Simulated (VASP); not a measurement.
The system is Ge.

```xyz
2
Lattice="0.0000 2.8289 2.8289 2.8289 0.0000 2.8289 2.8289 2.8289 0.0000" Properties=species:S:1:pos:R:3 pbc="T T T"
Ge    0.0000    0.0000    0.0000
Ge    1.4145    1.4145    1.4145
```

Base run:

```yaml
Program: VASP 6.6.1
Functional: PBEsol
Potentials_or_basis: VASP PAW PBE potentials, release 64 (Ge_d)
Cutoff: 520 eV
k_mesh: 6 × 6 × 6
Occupations: gaussian, width 0.03 eV
Spin: no spin polarisation
```

Its results: band gap on the k mesh none (metal or under the smearing width); pressure 0.3 GPa.

Q: The run is repeated on the same cell with these changes: functional from PBEsol to PBE. What comes out?

A: Band gap on the k mesh 0.04 eV, direct; pressure 3.5 GPa.

PBE binds less tightly than PBEsol, so the same cell stands under more pressure.

Caveats: the PAW data sets were made with another functional, which shifts forces and pressure a little (some runs); this crystal is a semiconductor, whose small gap the functional closes, so the metal is an error of the method (some runs).

A k mesh can miss the band edges.

Not every run made on this cell is shown here.
